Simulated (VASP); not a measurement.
Level of theory: PBE GGA, VASP's PBE PAW potentials (set 64) (plane waves; VASP).

VASP input:

POSCAR:
```
TiCo
1
    3.0114220000     0.0000000000     0.0000000000
    0.0000000000     3.0177400000     0.0000000000
    0.0000000000     0.0000000000     3.0244450000
Ti Co
1 1
Direct
  0.0000000000   0.0000000000   0.0000000000
  0.5309000000   0.5000000000   0.5000000000
```

### KPOINTS
```
Automatic mesh
0
Gamma
11 11 11
0 0 0
```

### INCAR
```
! general
SYSTEM  = TiCo
PREC    = Accurate
ENCUT   = 520   ! plane-wave cut-off (eV)
LREAL   = .False.   ! projection in real space or not
LASPH   = .True.

! electronic loop
EDIFF   = 1E-6
NELM    = 100   ! most electronic steps
ALGO    = Normal
LMAXMIX = 4   ! l cut-off of mixed one-centre charges

! smearing
ISMEAR  = 1
SIGMA   = 0.1   ! width (eV)

! functional
GGA     = PE   ! PBE

! ions
ISIF    = 2

! output
LWAVE   = .False.
LCHARG  = .False.
```

POTCAR, in this order: Ti_sv Co_pv (PBE.64 set). Program: vasp_std.

Predict the energy per atom (σ→0), pressure, largest force, band gap (on the k-mesh).

energy per atom (σ→0): -752.1 kJ/mol of atoms
band gap (on the k-mesh): none (metal, semimetal or under 0.01 eV)
pressure: -7.19 GPa
largest force: 0.01278 Ry/bohr

**OSZICAR**
```
...
DAV:   9    -0.156051678367E+02   -0.26431E-01   -0.40270E-01  9097   0.493E+00    0.191E+00
DAV:  10    -0.155919837333E+02    0.13184E-01   -0.11014E-01  9590   0.287E+00    0.474E-01
DAV:  11    -0.155907192098E+02    0.12645E-02   -0.64870E-03 10054   0.841E-01    0.277E-01
DAV:  12    -0.155902735452E+02    0.44566E-03   -0.25532E-03  9601   0.333E-01    0.612E-02
DAV:  13    -0.155902201757E+02    0.53370E-04   -0.18873E-04  9850   0.117E-01    0.263E-02
DAV:  14    -0.155902158578E+02    0.43179E-05   -0.29795E-05 10336   0.405E-02    0.399E-03
DAV:  15    -0.155902156951E+02    0.16264E-06   -0.11086E-06  4413   0.112E-02
   1 F= -.15590216E+02 E0= -.15590346E+02  d E =0.389863E-03
```

The compound is TiCo in the CsCl type structure. The cell was not relaxed at this level, atoms are displaced from their ideal sites. The run is one of a series of settings (ENCUT = 520, POTCAR Ti_sv Co_pv (PBE.64 set) against the base run), some of them coarse on purpose. The run is not spin-polarised, so no magnetic state was tried. The electron count is odd and the run is not spin-polarised, which forces a metal.
